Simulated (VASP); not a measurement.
All values below come from PBE GGA, VASP's PBE PAW potentials (set 64) (plane waves; VASP 6.6.1).

Input for VASP

File POSCAR:
```
PtSe2
1
    1.8798553018    -3.2560051426     0.0000000000
    1.8798553018     3.2560051426    -0.0000000000
    0.0000000000     0.0000000000     6.0608701913
Pt Se
1 2
Direct
  0.0000000000   0.0000000000   1.0000000000
  0.3333330000   0.6666670000   0.2148582789
  0.6666670000   0.3333330000   0.7851417211
```

### KPOINTS
```
Automatic
0
Gamma
 12 12 7
0 0 0
```

INCAR:
```
SYSTEM=PtSe2
PREC=Accurate; ENCUT=400; LREAL=.FALSE.
LASPH=.TRUE.
EDIFF=1E-8; NELM=100; ALGO=Normal
LMAXMIX=6
ISMEAR=0; SIGMA=0.01
GGA=PE
IBRION=8; NSW=1
LWAVE=.FALSE.; LCHARG=.FALSE.
LEPSILON=.TRUE.
```

POTCAR, in this order: Pt Se (PBE.64 set). Program: vasp_std.

Output of the run:

**OUTCAR**
```
 ion  position               nearest neighbor table
   1  0.000  0.000  0.000-   2 2.53   3 2.53   3 2.53   2 2.53   3 2.53   2 2.53
   2  0.333  0.667  0.215-   1 2.53   1 2.53   1 2.53
   3  0.667  0.333  0.785-   1 2.53   1 2.53   1 2.53
  LATTYP: Found a hexagonal cell.
 ALAT       =     3.7597108192
 C/A-ratio  =     1.6120575445
 Subroutine PRICEL returns:
 Original cell was already a primitive cell.
 Subroutine GETGRP returns: Found 12 space group operations
The static configuration has the point symmetry D_3d.
The dynamic configuration has the point symmetry D_3d.
 Subroutine INISYM returns: Found 12 space group operations
 Subroutine IBZKPT returns following result:
 Found    112 irreducible k-points:

 Following reciprocal coordinates:
            Coordinates               Weight
  0.000000  0.000000  0.000000      1.000000
  0.083333  0.000000  0.000000      6.000000
  0.166667  0.000000  0.000000      6.000000
  0.250000  0.000000  0.000000      6.000000
  0.333333  0.000000  0.000000      6.000000
  0.416667  0.000000  0.000000      6.000000
  0.500000  0.000000  0.000000      3.000000
  0.083333  0.083333  0.000000      6.000000
  0.166667  0.083333  0.000000     12.000000
  0.250000  0.083333  0.000000     12.000000
  0.333333  0.083333  0.000000     12.000000
  0.416667  0.083333  0.000000     12.000000
  0.166667  0.166667  0.000000      6.000000
  0.250000  0.166667  0.000000     12.000000
  0.333333  0.166667  0.000000     12.000000
  0.416667  0.166667  0.000000      6.000000
  0.250000  0.250000  0.000000      6.000000
  0.333333  0.250000  0.000000     12.000000
  0.333333  0.333333  0.000000      2.000000
  0.000000  0.000000  0.142857      2.000000
  0.083333  0.000000  0.142857      6.000000
  0.000000  0.083333  0.142857      6.000000
...
```

**OSZICAR**
```
...
RMM:  13    -0.410048240671E+01   -0.34419E-06    0.10421E-06 14392   0.129E-04    0.113E-05
RMM:  14    -0.410048217047E+01    0.23624E-06    0.21002E-06 12943   0.119E-04    0.486E-06
 Linear response to external field, progress :
  Direction:   3
       N       E                     dE             d eps       ncg     rms          rms(c)
RMM:   1    -0.216212199559E+01   -0.21621E+01   -0.13441E+01  6850   0.639E+00
RMM:   2    -0.247619330170E+01   -0.31407E+00   -0.68087E-02  5478   0.125E+00    0.396E+00
RMM:   3    -0.158728724062E+01    0.88891E+00   -0.22532E+00  5532   0.640E+00    0.153E+00
RMM:   4    -0.152362759098E+01    0.63660E-01   -0.12431E-01  5256   0.176E+00    0.576E-01
RMM:   5    -0.155674826150E+01   -0.33121E-01   -0.29030E-02  5420   0.917E-01    0.188E-01
RMM:   6    -0.156987437655E+01   -0.13126E-01   -0.10719E-03  5470   0.196E-01    0.988E-02
RMM:   7    -0.157810148433E+01   -0.82271E-02   -0.38646E-04  5380   0.135E-01    0.196E-02
RMM:   8    -0.157803230696E+01    0.69177E-04    0.18668E-05  5398   0.219E-02    0.111E-02
RMM:   9    -0.157867582460E+01   -0.64352E-03   -0.34848E-06  5323   0.215E-02    0.220E-03
RMM:  10    -0.157866868481E+01    0.71398E-05   -0.10547E-05  5621   0.406E-03    0.112E-03
RMM:  11    -0.157868082627E+01   -0.12141E-04   -0.34480E-06  5461   0.154E-03    0.424E-04
RMM:  12    -0.157868065062E+01    0.17565E-06    0.12680E-07  5544   0.694E-04    0.139E-04
RMM:  13    -0.157867213601E+01    0.85146E-05    0.15075E-06  5373   0.314E-04    0.752E-05
RMM:  14    -0.157867271884E+01   -0.58284E-06    0.83295E-07  2793   0.706E-05    0.415E-05
RMM:  15    -0.157867079621E+01    0.19226E-05   -0.12763E-07  2347   0.706E-05    0.631E-06
 Linear response DOF=           4
 Linear response progress:
  Degree of freedom:   1/  4
       N       E                     dE             d eps       ncg     rms          rms(c)
RMM:   1    -0.254558265186E+00   -0.25456E+00   -0.25170E-01 14123   0.374E+00
RMM:   2    -0.248024706467E+00    0.65336E-02   -0.75444E-03 12480   0.582E-01    0.214E-01
RMM:   3    -0.247854343675E+00    0.17036E-03   -0.47084E-04 12820   0.145E-01    0.128E-01
RMM:   4    -0.248438542679E+00   -0.58420E-03   -0.67216E-04 13226   0.158E-01    0.241E-02
RMM:   5    -0.248469689185E+00   -0.31147E-04   -0.86521E-05 13011   0.467E-02    0.107E-02
RMM:   6    -0.248519929449E+00   -0.50240E-04   -0.17161E-05 13650   0.106E-02    0.157E-03
RMM:   7    -0.248501670965E+00    0.18258E-04   -0.31532E-06 13677   0.309E-03    0.932E-04
RMM:   8    -0.248494553804E+00    0.71172E-05   -0.13774E-06 13796   0.115E-03    0.312E-04
RMM:   9    -0.248490978687E+00    0.35751E-05   -0.76337E-07 13678   0.901E-04    0.176E-04
RMM:  10    -0.248491888596E+00   -0.90991E-06   -0.69846E-07 13395   0.365E-04    0.459E-05
RMM:  11    -0.248492229251E+00   -0.34065E-06   -0.22701E-07 15492   0.855E-05    0.266E-05
RMM:  12    -0.248492639505E+00   -0.41025E-06   -0.15006E-07 15473   0.721E-05    0.664E-06
RMM:  13    -0.248492624362E+00    0.15143E-07   -0.15487E-07 19044   0.295E-05    0.547E-06
RMM:  14    -0.248492564162E+00    0.60201E-07   -0.15560E-07 19167   0.227E-05    0.141E-06
RMM:  15    -0.248492560077E+00    0.40847E-08   -0.14956E-07 19532   0.215E-05    0.416E-07
RMM:  16    -0.248492558547E+00    0.15304E-08   -0.15190E-07 17625   0.200E-05    0.910E-08
 Linear response progress:
  Degree of freedom:   2/  4
       N       E                     dE             d eps       ncg     rms          rms(c)
RMM:   1    -0.274688578005E+00   -0.27469E+00   -0.25560E-01  5853   0.376E+00
RMM:   2    -0.267403263140E+00    0.72853E-02   -0.75649E-03  5087   0.621E-01    0.223E-01
RMM:   3    -0.267144442237E+00    0.25882E-03   -0.84791E-04  5124   0.189E-01    0.129E-01
RMM:   4    -0.267446950680E+00   -0.30251E-03   -0.41237E-04  5254   0.129E-01    0.482E-02
RMM:   5    -0.267706561674E+00   -0.25961E-03   -0.34678E-05  5284   0.438E-02    0.176E-02
RMM:   6    -0.267780733921E+00   -0.74172E-04   -0.17447E-05  5178   0.258E-02    0.276E-03
RMM:   7    -0.267766024797E+00    0.14709E-04   -0.10184E-06  5478   0.685E-03    0.147E-03
RMM:   8    -0.267747577751E+00    0.18447E-04   -0.14109E-07  5473   0.197E-03    0.206E-04
RMM:   9    -0.267749102287E+00   -0.15245E-05   -0.92618E-09  5640   0.559E-04    0.133E-04
RMM:  10    -0.267750135333E+00   -0.10330E-05   -0.14866E-08  5256   0.378E-04    0.363E-05
RMM:  11    -0.267750190901E+00   -0.55568E-07   -0.16993E-08  5658   0.964E-05    0.163E-05
RMM:  12    -0.267750236168E+00   -0.45267E-07   -0.49386E-08  5627   0.494E-05    0.998E-06
RMM:  13    -0.267750360588E+00   -0.12442E-06   -0.65887E-08  5361   0.312E-05    0.243E-06
RMM:  14    -0.267750358067E+00    0.25209E-08   -0.16289E-08  5600   0.100E-05    0.139E-06
 Linear response progress:
  Degree of freedom:   3/  4
       N       E                     dE             d eps       ncg     rms          rms(c)
RMM:   1    -0.773449261287E-01   -0.77345E-01    0.61182E-02 35997   0.170E+00
RMM:   2    -0.766260185707E-01    0.71891E-03   -0.18944E-03 22910   0.260E-01    0.110E-01
RMM:   3    -0.766037266661E-01    0.22292E-04   -0.65645E-05 24723   0.502E-02    0.636E-02
RMM:   4    -0.766598702334E-01   -0.56144E-04   -0.39323E-05 25103   0.397E-02    0.617E-03
RMM:   5    -0.766480456934E-01    0.11825E-04   -0.20249E-05 26011   0.671E-03    0.175E-03
RMM:   6    -0.766428621862E-01    0.51835E-05   -0.40816E-06 25829   0.232E-03    0.419E-04
RMM:   7    -0.766438678951E-01   -0.10057E-05   -0.18235E-06 25725   0.842E-04    0.122E-04
RMM:   8    -0.766436821278E-01    0.18577E-06   -0.35455E-07 26282   0.243E-04    0.566E-05
RMM:   9    -0.766434473258E-01    0.23480E-06   -0.24664E-07 26692   0.109E-04    0.345E-05
RMM:  10    -0.766434253734E-01    0.21952E-07   -0.20876E-07 26713   0.742E-05    0.572E-06
RMM:  11    -0.766434480778E-01   -0.22704E-07   -0.16051E-07 37733   0.241E-05    0.302E-06
RMM:  12    -0.766434586322E-01   -0.10554E-07   -0.10980E-07 36643   0.216E-05    0.543E-07
RMM:  13    -0.766434576041E-01    0.10281E-08   -0.10761E-07 34772   0.183E-05    0.251E-07
RMM:  14    -0.766434576551E-01   -0.51004E-10   -0.11122E-07 33077   0.181E-05    0.956E-08
 Linear response progress:
  Degree of freedom:   4/  4
       N       E                     dE             d eps       ncg     rms          rms(c)
RMM:   1    -0.972715173478E-01   -0.97272E-01    0.54515E-02  7628   0.164E+00
RMM:   2    -0.961647948756E-01    0.11067E-02   -0.18853E-03  5162   0.260E-01    0.160E-01
RMM:   3    -0.959541386740E-01    0.21066E-03   -0.15124E-04  5459   0.627E-02    0.990E-02
RMM:   4    -0.958560960462E-01    0.98043E-04   -0.66412E-05  5496   0.508E-02    0.367E-02
RMM:   5    -0.958584374545E-01   -0.23414E-05   -0.12107E-05  5507   0.237E-02    0.840E-03
RMM:   6    -0.958706727183E-01   -0.12235E-04   -0.83709E-07  5528   0.486E-03    0.380E-03
RMM:   7    -0.958803070518E-01   -0.96343E-05   -0.38102E-07  5466   0.405E-03    0.111E-03
RMM:   8    -0.958786233729E-01    0.16837E-05    0.27845E-08  5552   0.103E-03    0.250E-04
RMM:   9    -0.958780142923E-01    0.60908E-06    0.37995E-08  5356   0.400E-04    0.771E-05
RMM:  10    -0.958783321221E-01   -0.31783E-06   -0.73569E-09  5484   0.184E-04    0.283E-05
RMM:  11    -0.958783777466E-01   -0.45624E-07    0.86834E-10  5560   0.523E-05    0.101E-05
RMM:  12    -0.958783832462E-01   -0.54997E-08    0.83479E-10  5448   0.273E-05    0.202E-06
 Linear response finished
```

OUTCAR:
```
------------------------ aborting loop because EDIFF is reached ----------------------------------------

 HEAD OF MICROSCOPIC STATIC DIELECTRIC TENSOR (INDEPENDENT PARTICLE, excluding Hartree and local field effects)
 ------------------------------------------------------
          20.727975     0.000000     0.000000
           0.000000    20.727978    -0.000000
           0.000000     0.000000    13.087494
 ------------------------------------------------------

 MACROSCOPIC STATIC DIELECTRIC TENSOR (including local field effects in DFT)
 ------------------------------------------------------
          19.297277     0.000000     0.000000
          -0.000000    19.297280    -0.000000
           0.000000     0.000000     8.245345
 ------------------------------------------------------

 PIEZOELECTRIC TENSOR (including local field effects)  for field in x, y, z        (e  Angst)
          XX          YY          ZZ          XY          YZ          ZX
  --------------------------------------------------------------------------------
  x     0.00000     0.00000     0.00000     0.00000     0.00000     0.00000
  y     0.00000     0.00000     0.00000     0.00000     0.00000     0.00000
  z     0.00000     0.00000     0.00000     0.00000     0.00000     0.00000

 PIEZOELECTRIC TENSOR (including local field effects)  for field in x, y, z        (C/m^2)
          XX          YY          ZZ          XY          YZ          ZX
  --------------------------------------------------------------------------------
  x     0.00000     0.00000     0.00000     0.00000     0.00000     0.00000
  y     0.00000     0.00000     0.00000     0.00000     0.00000     0.00000
  z     0.00000     0.00000     0.00000     0.00000     0.00000     0.00000

 BORN EFFECTIVE CHARGES (including local field effects) (in |e|, cummulative output)
 ---------------------------------------------------------------------------------
 ion    1
    1     2.55312     0.00000     0.00000
    2     0.00000     2.55312    -0.00000
    3     0.00000     0.00000    -0.12856
 ion    2
    1    -1.27656     0.00000     0.00000
    2     0.00000    -1.27656     0.00000
    3    -0.00000    -0.00000     0.06428
 ion    3
    1    -1.27656     0.00000     0.00000
    2     0.00000    -1.27656     0.00000
    3     0.00000     0.00000     0.06428

   1 f  =    6.649375 THz    41.779257 2PiTHz  221.799284 cm-1    27.499594 meV
             X         Y         Z           dx          dy          dz
      0.000000  0.000000  0.000000    -0.000000   -0.000000   -0.668855
      1.879855  1.085337  1.302228     0.000000    0.000000    0.525658
      1.879855 -1.085337  4.758642     0.000000    0.000000    0.525658

   2 f  =    6.313005 THz    39.665781 2PiTHz  210.579185 cm-1    26.108480 meV
             X         Y         Z           dx          dy          dz
      0.000000  0.000000  0.000000     0.000000   -0.668860    0.000000
      1.879855  1.085337  1.302228    -0.000000    0.525655   -0.000000
      1.879855 -1.085337  4.758642    -0.000000    0.525655   -0.000000

   3 f  =    6.313005 THz    39.665778 2PiTHz  210.579168 cm-1    26.108478 meV
             X         Y         Z           dx          dy          dz
      0.000000  0.000000  0.000000    -0.668860   -0.000000    0.000000
      1.879855  1.085337  1.302228     0.525655    0.000000    0.000000
      1.879855 -1.085337  4.758642     0.525655    0.000000   -0.000000

   4 f  =    5.848432 THz    36.746780 2PiTHz  195.082682 cm-1    24.187159 meV
             X         Y         Z           dx          dy          dz
      0.000000  0.000000  0.000000     0.000000    0.000000   -0.000000
      1.879855  1.085337  1.302228    -0.000000   -0.000000    0.707107
      1.879855 -1.085337  4.758642     0.000000    0.000000   -0.707107

   5 f  =    5.065921 THz    31.830123 2PiTHz  168.980947 cm-1    20.950958 meV
             X         Y         Z           dx          dy          dz
      0.000000  0.000000  0.000000     0.000000   -0.000000   -0.000000
      1.879855  1.085337  1.302228     0.000000   -0.707107   -0.000000
      1.879855 -1.085337  4.758642    -0.000000    0.707107    0.000000

   6 f  =    5.065921 THz    31.830120 2PiTHz  168.980934 cm-1    20.950956 meV
             X         Y         Z           dx          dy          dz
      0.000000  0.000000  0.000000    -0.000000   -0.000000   -0.000000
      1.879855  1.085337  1.302228     0.707107    0.000000    0.000000
      1.879855 -1.085337  4.758642    -0.707107   -0.000000   -0.000000

   7 f/i=    0.000006 THz     0.000039 2PiTHz    0.000209 cm-1     0.000026 meV
             X         Y         Z           dx          dy          dz
      0.000000  0.000000  0.000000     0.000000   -0.000000    0.743393
      1.879855  1.085337  1.302228     0.000000   -0.000000    0.472952
      1.879855 -1.085337  4.758642     0.000000   -0.000000    0.472952

   8 f/i=    0.000055 THz     0.000343 2PiTHz    0.001821 cm-1     0.000226 meV
             X         Y         Z           dx          dy          dz
      0.000000  0.000000  0.000000    -0.496438   -0.553331    0.000000
      1.879855  1.085337  1.302228    -0.315842   -0.352038    0.000000
      1.879855 -1.085337  4.758642    -0.315842   -0.352038    0.000000

   9 f/i=    0.000055 THz     0.000343 2PiTHz    0.001821 cm-1     0.000226 meV
             X         Y         Z           dx          dy          dz
      0.000000  0.000000  0.000000     0.553331   -0.496438   -0.000000
      1.879855  1.085337  1.302228     0.352038   -0.315842   -0.000000
      1.879855 -1.085337  4.758642     0.352038   -0.315842   -0.000000

 MACROSCOPIC STATIC DIELECTRIC TENSOR IONIC CONTRIBUTION
 ------------------------------------------------------
           1.117080    -0.000000     0.000000
          -0.000000     1.117081    -0.000000
           0.000000    -0.000000     0.002553
 ------------------------------------------------------

 ELASTIC MODULI CONTR FROM IONIC RELAXATION (kBar)
 Direction    XX          YY          ZZ          XY          YZ          ZX
 --------------------------------------------------------------------------------
 XX        -636.6125   -337.9626   -622.8490     -0.0000   -303.6764     -0.0000
...
```
(Selected blocks of OUTCAR.)

**OUTCAR**
```
 val. band max:        3.8651159317   @ k =   0.0833   0.0833   0.0000

 cond. band min:       4.3973078505   @ k =   0.0000   0.2500   0.2857


 Fermi energy:         3.9624748748

 k-point     1 :       0.0000    0.0000    0.0000
  band No.  band energies     occupation
      1     -10.5898      2.00000
      2      -8.6631      2.00000
      3      -1.8883      2.00000
      4      -1.6469      2.00000
      5      -1.6469      2.00000
      6       0.6010      2.00000
      7       0.6010      2.00000
      8       1.9853      2.00000
      9       3.3655      2.00000
     10       3.3655      2.00000
     11       3.7419      2.00000
     12       6.1999      0.00000
     13       6.1999      0.00000
     14       7.9390      0.00000
     15       8.7348      0.00000

 k-point     2 :       0.0833    0.0000    0.0000
  band No.  band energies     occupation
      1     -10.5180      2.00000
      2      -8.6743      2.00000
      3      -1.8110      2.00000
      4      -1.6353      2.00000
      5      -1.6018      2.00000
      6       0.5002      2.00000
      7       0.5471      2.00000
      8       1.8126      2.00000
      9       3.1895      2.00000
     10       3.3551      2.00000
     11       3.8112      2.00000
     12       5.7645      0.00000
     13       6.1167      0.00000
     14       8.3631      0.00000
     15       9.2252      0.00000

 k-point     3 :       0.1667    0.0000    0.0000
  band No.  band energies     occupation
      1     -10.3115      2.00000
      2      -8.7063      2.00000
      3      -1.6466      2.00000
      4      -1.5325      2.00000
      5      -1.4803      2.00000
      6       0.1259      2.00000
      7       0.4337      2.00000
      8       1.4316      2.00000
      9       2.9180      2.00000
     10       3.2489      2.00000
     11       3.7971      2.00000
     12       5.1509      0.00000
     13       5.9842      0.00000
     14       9.2838      0.00000
     15       9.6646      0.00000
...
```

The dielectric response may not be converged in the k-mesh; for small gaps it tends to come out too large. Tensors are in the Cartesian frame of the cell as typed. Without a dispersion term in the relaxation, distances and binding between the weakly bound layers, chains or molecules are unreliable, and so is what depends on them. Unless said otherwise, spin-orbit coupling is left out, though it shifts the bands of the heavy elements here.

The compound is PtSe2 in the 1T layered structure. It was relaxed first, which changed the volume by +21 %.
